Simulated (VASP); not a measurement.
Data:

```yaml
crystal:
  lattice:
    - [2.05065, -3.55183, 0.00000]
    - [2.05065, 3.55183, 0.00000]
    - [0.00000, 0.00000, 5.67512]
  atoms:
    - { symbol: Te, position: [0.33333, 0.66667, 0.24119] }
    - { symbol: Te, position: [0.66667, 0.33333, 0.75881] }
    - { symbol: Pt, position: [0.00000, 0.00000, 0.00000] }
```

The numbers are results of RPBE GGA, VASP's PBE PAW potentials (set 64) (plane waves; VASP), not measurements. Numerical set-up: 520 eV cut-off, 10×10×6 Γ-centred mesh, tetrahedra with Blöchl corrections, potentials Te Pt.

Unless said otherwise, spin-orbit coupling is left out, though it shifts the bands of the heavy elements here.

Question: Tabulate the total density of states (states/eV per cell) against energy (eV; zero at the valence-band maximum or, without a gap, the Fermi level).

Answer: 
(E (eV), DOS (states/eV)): (-9.92, 0.00); (-9.70, 0.00); (-9.47, 0.00); (-9.25, 0.00); (-9.02, 0.00); (-8.80, 0.00); (-8.58, 0.00); (-8.35, 0.00); (-8.13, 0.00); (-7.91, 0.00); (-7.68, 0.00); (-7.46, 0.00); (-7.24, 0.00); (-7.01, 0.00); (-6.79, 0.00); (-6.56, 0.35); (-6.34, 1.36); (-6.12, 2.36); (-5.89, 1.79); (-5.67, 2.72); (-5.45, 2.99); (-5.22, 6.77); (-5.00, 5.55); (-4.78, 2.35); (-4.55, 1.04); (-4.33, 3.89); (-4.10, 5.66); (-3.88, 5.71); (-3.66, 1.72); (-3.43, 2.67); (-3.10, 3.00); (-2.87, 2.50); (-2.65, 2.77); (-2.43, 3.30); (-2.20, 2.25); (-1.98, 2.38); (-1.76, 3.03); (-1.53, 2.37); (-1.31, 1.77); (-1.08, 1.59); (-0.86, 1.23); (-0.64, 0.76); (-0.41, 0.61); (-0.19, 0.39); (0.03, 1.37); (0.26, 1.98); (0.48, 1.86); (0.70, 2.05); (0.93, 2.39); (1.15, 3.25); (1.38, 3.34); (1.60, 1.87); (1.82, 0.08); (2.05, 0.00); (2.27, 0.00); (2.49, 0.00); (2.72, 0.00); (2.94, 0.37); (3.16, 1.38); (3.39, 2.22)
Within 2 eV below the Fermi level the largest weight inside VASP's projection spheres is Te p, then Pt d.

The compound is PtTe2 in the 1T layered structure. It was relaxed first, which changed the volume by +13 %.
